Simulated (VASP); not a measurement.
Consider the following.

```xyz
3
Lattice="1.7050 -2.9531 0.0000 1.7050 2.9531 0.0000 0.0000 0.0000 5.7000" Properties=species:S:1:pos:R:3 pbc="T T T"
Ti     0.0000     0.0000     0.0000
S      1.7050     0.9844     1.4250
S      1.7050    -0.9844     4.2750
```

All values below come from PBE GGA + U (Dudarev), VASP's PBE PAW potentials (set 64) (plane waves; VASP). Numerical set-up: 400 eV cut-off, 9×9×5 Γ-centred mesh, first-order Methfessel-Paxton smearing of 0.10 eV, potentials Ti_sv S, U − J: Ti 3.00 eV.

Question: Predict the energy per atom (σ→0), pressure.

Answer: 
```json
{
  "energy per atom (σ→0)": "-5.957 eV/atom",
  "pressure": "32.1 kbar"
}
```

Only differences to runs with the same potentials and settings are physical.

The compound is TiS2 in the 1T layered structure. The cell was not relaxed at this level. The run is one of a series of settings (LDAU = .TRUE., LDAUJ = 0 0, LDAUL = 2 -1, LDAUTYPE = 2, LDAUU = 3.0 0 against the base run), some of them coarse on purpose.
